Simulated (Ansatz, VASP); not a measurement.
TlZn4: VASP beside Ansatz

```
CELL_PARAMETERS angstrom
4.81404 0.00000 0.00000
0.00000 4.81404 0.00000
0.00000 0.00000 4.81404
ATOMIC_POSITIONS crystal
Zn 0.50000 0.50000 0.50000
Zn 0.00000 0.50000 0.50000
Zn 0.50000 0.00000 0.50000
Zn 0.50000 0.50000 0.00000
Tl 0.00000 0.00000 0.00000
```

Change from the starting cell: species swapped into the Mn4N type (Pm-3m, No. 221).

Alike in both runs: functional PBE; k mesh 8 × 8 × 8; occupations gaussian, width 0.1 eV; no spin polarisation.

Ansatz relaxed the structure, and its values are those at the end. VASP's run is a single point on that final structure, the one shown.

```csv
,VASP,Ansatz
version,VASP 6.6.1,Ansatz 0.2.0
potentials or method,"VASP PAW PBE potentials, release 64 (Zn, Tl_d)","scalar-relativistic, plane waves, PAW"
plane-wave cutoff (eV),520,420
valence electrons in the cell,61,61
```

Ansatz gave:

```
gap on the k mesh at the Fermi level (eV) : none
pressure (GPa)                            : 0.0
```

Q: Estimate VASP's values.

A: gap on the k mesh at the Fermi level (eV): none; pressure (GPa): 0.2.

A gap of «none» marks a metal or a gap that the smearing closes. With one functional, cell and mesh, what is left measures potentials, basis and numerics.

Spin-orbit coupling is left out, which matters for the levels of Tl.
